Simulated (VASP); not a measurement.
These are LDA (Ceperley-Alder, Perdew-Zunger), VASP's LDA PAW potentials (set 64) (plane waves; VASP 6.6.1) values and carry that method's errors.

Input for VASP

### INCAR
```
SYSTEM=Ta
PREC=Accurate; ENCUT=400; LREAL=.False.
LASPH=.True.
EDIFF=1E-6; NELM=100; ALGO=Normal
LMAXMIX=6
ISMEAR=1; SIGMA=0.1
IBRION=2; NSW=60; ISIF=3
EDIFFG=-0.01
LWAVE=.False.; LCHARG=.False.
```

**KPOINTS**
```
Regular mesh
0
Gamma
  14 14 14
0 0 0
```

### POSCAR
```
Ta
1
   -1.6299259663     1.6299259663     1.6299259663
    1.6299259663    -1.6299259663     1.6299259663
    1.6299259663     1.6299259663    -1.6299259663
Ta
1
Direct
  0.0000000000   0.0000000000   0.0000000000
```

POTCAR, in this order: Ta_pv (LDA.64 set). Program: vasp_std.

What VASP printed:

**OSZICAR**
```
       N       E                     dE             d eps       ncg     rms          rms(c)
DAV:   1     0.368970017237E+02    0.36897E+02   -0.57696E+03  1872   0.965E+02
DAV:   2    -0.127262486158E+02   -0.49623E+02   -0.48838E+02  2423   0.220E+02
DAV:   3    -0.132987456061E+02   -0.57250E+00   -0.55004E+00  2100   0.237E+01
DAV:   4    -0.133022176412E+02   -0.34720E-02   -0.34713E-02  2205   0.157E+00
DAV:   5    -0.133022494046E+02   -0.31763E-04   -0.31763E-04  2163   0.106E-01    0.145E+01
DAV:   6    -0.129469880726E+02    0.35526E+00   -0.37384E-01  1942   0.722E+00    0.700E+00
DAV:   7    -0.128335853243E+02    0.11340E+00   -0.30483E-01  1965   0.617E+00    0.337E-01
DAV:   8    -0.128314359407E+02    0.21494E-02   -0.32621E-03  2022   0.791E-01    0.132E-01
DAV:   9    -0.128313633320E+02    0.72609E-04   -0.63568E-05  2211   0.742E-02    0.297E-02
DAV:  10    -0.128313633889E+02   -0.56917E-07   -0.33800E-06  2090   0.245E-02
   1 F= -.12831363E+02 E0= -.12831409E+02  d E =-.128314E+02
```

### OUTCAR
```
------------------------ aborting loop because EDIFF is reached ----------------------------------------
  FORCE on cell =-STRESS in cart. coord.  units (eV):
  Direction    XX          YY          ZZ          XY          YZ          ZX
  --------------------------------------------------------------------------------------
  Total       -0.0004017     -0.0004017     -0.0004017      0.0000000      0.0000000     -0.0000000
  in kB       -0.0371589     -0.0371589     -0.0371589      0.0000000      0.0000000     -0.0000000
  external PRESSURE =      -0.0371589 kB  Pullay stress =       0.0000000 kB
  volume of cell :       17.32
      direct lattice vectors                 reciprocal lattice vectors
    -1.629925966  1.629925966  1.629925966     0.000000000  0.306762399  0.306762399
     1.629925966 -1.629925966  1.629925966     0.306762399  0.000000000  0.306762399
     1.629925966  1.629925966 -1.629925966     0.306762399  0.306762399  0.000000000
 POSITION                                       TOTAL-FORCE (eV/Angst)
 -----------------------------------------------------------------------------------
      0.00000      0.00000      0.00000        -0.000000     -0.000000      0.000000
 -----------------------------------------------------------------------------------
    total drift:                               -0.000000     -0.000000      0.000000
  FREE ENERGIE OF THE ION-ELECTRON SYSTEM (eV)
  ---------------------------------------------------
  free  energy   TOTEN  =       -12.8313633889 eV

  energy  without entropy=      -12.8314998653  energy(sigma->0) =      -12.83140888

 reached required accuracy - stopping structural energy minimisation
```
(Selected blocks of OUTCAR.)

**OUTCAR**
```
 val. band max:        5.6960174879   @ k =   0.3571   0.2143   0.0000

 cond. band min:       5.7370000810   @ k =  -0.3571   0.3571   0.0714


 Fermi energy:         5.6991931506

 k-point     1 :       0.0000    0.0000    0.0000
  band No.  band energies     occupation
      1     -27.0253      2.00000
      2     -27.0253      2.00000
      3     -27.0253      2.00000
      4      -2.2591      2.00000
      5       6.3915     -0.00000
      6       6.3915     -0.00000
      7       6.3915     -0.00000
      8       9.7927      0.00000
      9       9.7927      0.00000

 k-point     2 :       0.0714    0.0000    0.0000
  band No.  band energies     occupation
      1     -27.0992      2.00000
      2     -27.0477      2.00000
      3     -27.0257      2.00000
      4      -2.0187      2.00000
      5       6.2370     -0.00000
      6       6.3470     -0.00000
      7       6.6274     -0.00000
      8       9.5461      0.00000
      9       9.7933      0.00000

 k-point     3 :       0.1429    0.0000    0.0000
  band No.  band energies     occupation
      1     -27.3020      2.00000
      2     -27.1101      2.00000
      3     -27.0271      2.00000
      4      -1.3434      2.00000
      5       5.8337     -0.06713
      6       6.1387     -0.00000
      7       7.3230     -0.00000
      8       9.1514      0.00000
      9       9.8164      0.00000

 k-point     4 :       0.2143    0.0000    0.0000
  band No.  band energies     occupation
      1     -27.5848      2.00000
      2     -27.1990      2.00000
      3     -27.0291      2.00000
      4      -0.3854      2.00000
      5       5.3128      2.00000
      6       5.7540      0.20891
      7       8.4402      0.00000
      8       9.0865      0.00000
      9       9.9070      0.00000

 k-point     5 :       0.2857    0.0000    0.0000
  band No.  band energies     occupation
      1     -27.8856      2.00000
      2     -27.2961      2.00000
      3     -27.0314      2.00000
...
```

Unless said otherwise, spin-orbit coupling is left out, though it shifts the bands of the heavy elements here.

The compound is Ta in the bcc structure. It was relaxed first. The start is the result of an earlier pass.
